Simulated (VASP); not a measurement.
Here is the system:

```xyz
15
Lattice="4.3776 -2.7976 -0.0003 4.3776 2.7976 -0.0003 -2.4317 0.0000 4.4229" Properties=species:S:1:pos:R:3 pbc="T T T"
B      4.0538     0.0000     0.7190
B      1.6955    -0.9008     2.2790
B      1.6955     0.9008     2.2790
B      4.6490     0.9093     2.1904
B      4.6490    -0.9093     2.1904
B      4.0787     0.0000     3.6233
B      2.2563     0.0000     0.8325
B      3.1319    -1.4231     1.3498
B      3.1319     1.4231     1.3498
B      3.2048     1.4369     3.0993
B      3.2048    -1.4369     3.0993
B      8.7237     0.0000     0.0476
C      2.3448     0.0000     3.6484
C      7.3802     0.0000     0.5226
C     -1.1246     0.0000     3.9641
```

Method: r2SCAN meta-GGA, VASP's PBE PAW potentials (set 64) (plane waves; VASP). Numerical set-up: LREAL = Auto, 520 eV cut-off, 6×6×6 Γ-centred mesh, tetrahedra with Blöchl corrections, potentials B C.

Problem. What does the run give for the energy per atom (σ→0), band gap (over mesh and band path) with the smallest direct gap where there is one?

Solution. 
- band gap (over mesh and band path) = 3.24 eV
- smallest direct gap (over mesh and band path) = 3.50 eV
- energy per atom (σ→0) = -7.994 eV/atom

Total energies compare only between runs with the same potentials, cut-off and functional.

The structure comes from a computed database's B4C entry (Cm); how it stands against other phases isn't given here. It was relaxed first.
